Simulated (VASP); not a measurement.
TeRu:

```
Ru Te
1.0
     0.00000    3.11393    3.11393
     3.11393    0.00000    3.11393
     3.11393    3.11393    0.00000
Ru Te
1 1
Direct
  0.00000 0.00000 0.00000
  0.25000 0.25000 0.25000
```

The cell comes from a database or a generator and needn't be the stable form of this composition.

Base run:

| Quantity | Value |
| --- | --- |
| Program | VASP 6.6.1 |
| Functional | PBEsol |
| Potentials or basis | VASP PAW PBE potentials, release 64 (Ru_pv, Te) |
| Cutoff | 520 eV |
| k mesh | 5 × 5 × 5 |
| Occupations | gaussian, width 0.05 eV |
| Spin | collinear spin, ferromagnetic start |
| Starting moments | [1.0, 0.0] μB |
| Fixed moment | 2 μB |
| Hubbard terms | Ru d U = 6 eV |

Its results: pressure -0.5 GPa; site moments Ru +2.15; Te -0.28 μB.

Question: The run is repeated on the same cell with these changes: fixed moment from 2 μB to 4 μB; hubbard terms from Ru d U = 6 eV to Ru d U = 2 eV. What comes out?

Answer: Pressure 2.4 GPa; site moments Ru +3.04; Te +0.32 μB.

Caveats: the PAW data sets were made with another functional, which shifts forces and pressure a little; the total moment is fixed, so each spin has its own Fermi level; the U is typed as a test and isn't derived for this compound; the moment is held away from its start (some runs).
